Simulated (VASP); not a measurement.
Runs of VASP 6.6.1 on TeP. Symmetry: Pmmn, No. 59, orthorhombic system. Conventional cell: a = 3.309 Å, b = 4.291 Å, c = 7.295 Å, α = 90.00°, β = 90.00°, γ = 90.00°. Around Te (site symmetry mm2) lie 4 P at 2.73 to 2.90 Å. P (site symmetry mm2) is surrounded by 4 Te at 2.73 to 2.90 Å and 4 P at 2.80 Å. The cell was built by a generator and needn't be a form met in nature.

```tsv
task	level	potentials or basis	cell	k mesh	cutoff (eV)	smearing	ions in elastic constants	grid for exact exchange (PRECFOCK)	exchange at q = 0	other keys	mesh quality	gap on the mesh (eV)	pressure (GPa)	largest force (eV/Å)
relaxation of the atoms	RPBE	VASP PAW PBE potentials, release 64 (Te, P)	atoms relaxed	8 × 6 × 4	520	gaussian 0.05 eV	-	-	-	-	not flagged	none	-2.3	0.01
relaxation of cell and atoms	PBE	VASP PAW PBE potentials, release 64 (Te, P)	relaxed	8 × 6 × 4	600	gaussian 0.05 eV	-	-	-	-	not flagged	none	0.0	-
single point	PBE	VASP PAW PBE potentials, release 64 (Te, P)	as given	8 × 6 × 4	520	fermi-dirac 0.05 eV	-	-	-	-	not flagged	none	1.6	1.52
single point	B3LYP+MBD	VASP PAW PBE potentials, release 54 (Te, P)	as given	5 × 4 × 3	520	fermi-dirac 0.02 eV	-	Normal	default	EDIFF = 1e-05	coarse	none	1.6	(a)
```

Alike in all rows: no spin polarisation.

Q: Fill in the values left out.

A: (a) 1.66.

Caveats: some runs use coarse meshes; this functional lacks dispersion, which binds the layers, so the pressure and a relaxed spacing across them are unreliable (some runs); the PAW data sets were made with another functional, which shifts forces and pressure a little (some runs); forces of over 1 eV/Å show positions far from the minimum, so gaps and moduli don't describe the material at rest (some runs).

A k mesh can miss the band edges, and the runs leave out spin-orbit coupling on Te.

A gap of «none» marks a metal or a gap under the smearing width.
